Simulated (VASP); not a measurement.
Consider the following.

```
CELL_PARAMETERS angstrom
     -2.62557     2.62557     4.79311
      2.62557    -2.62557     4.79311
      2.62557     2.62557    -4.79311
ATOMIC_POSITIONS crystal
  Ta 0.19685 0.19685 0.00000
  Ta 0.80315 0.80315 0.00000
  O  0.00000 0.00000 0.00000
  O  0.50000 0.00000 0.00000
  O  0.00000 0.00000 0.50000
  O  0.00000 0.50000 0.00000
  O  0.50000 0.50000 0.50000
```

Calculation: PBEsol GGA, VASP's PBE PAW potentials (set 64) (plane waves; VASP). Settings: 520 eV cut-off, 7×7×7 Γ-centred mesh, tetrahedra with Blöchl corrections, potentials Ta_pv O.

Unless said otherwise, spin-orbit coupling is left out, though it shifts the bands of the heavy elements here.

**Question.** What does the run give for the energy per atom (σ→0), band gap (on the k-mesh) with the smallest direct gap where there is one?

**Answer.** 
* **band gap (on the k-mesh)**: 1.59 eV
* **smallest direct gap (on the k-mesh)**: 1.59 eV
* **energy per atom (σ→0)**: -10.012 eV/atom

Only differences to runs with the same potentials and settings are physical.

The structure comes from a computed database's Ta2O5 entry (I4/mmm); how it stands against other phases isn't given here. It was relaxed first.
